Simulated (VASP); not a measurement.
Here is the system:

```
Tl
1.0
    1.79565    -3.11015     0.00000
    1.79565     3.11015     0.00000
    0.00000     0.00000     5.71084
Tl
2
Cartesian
  1.79565   1.03672   1.42771
  1.79565  -1.03672   4.28313
```

Computed with revPBE GGA, VASP's PBE PAW potentials (set 64) (plane waves; VASP). Run with 520 eV cut-off, 12×12×7 Γ-centred mesh, first-order Methfessel-Paxton smearing of 0.10 eV, potentials Tl_d.

**Question.** The ions and cell shape at fixed volume are relaxed. What does this cell relax into?

**Answer.** 
```
Tl
1.0
    1.82120    -3.15441     0.00000
    1.82120     3.15441     0.00000
    0.00000     0.00000     5.55170
Tl
2
Direct
  0.33333   0.66667   0.25000
  0.66667   0.33333   0.75000
```
Space group P6_3/mmc (194), at a tolerance of 0.03 Å.

**Question.** How much energy does the relaxation gain?

**Answer.** The energy (σ→0) changes by -4.6 meV/atom, in 4 ionic steps.

The compound is Tl in the hcp structure. This cell is one point of a volume scan, at 0.97 of the reference volume. Symmetry was kept, so distortions that lower it aren't found.
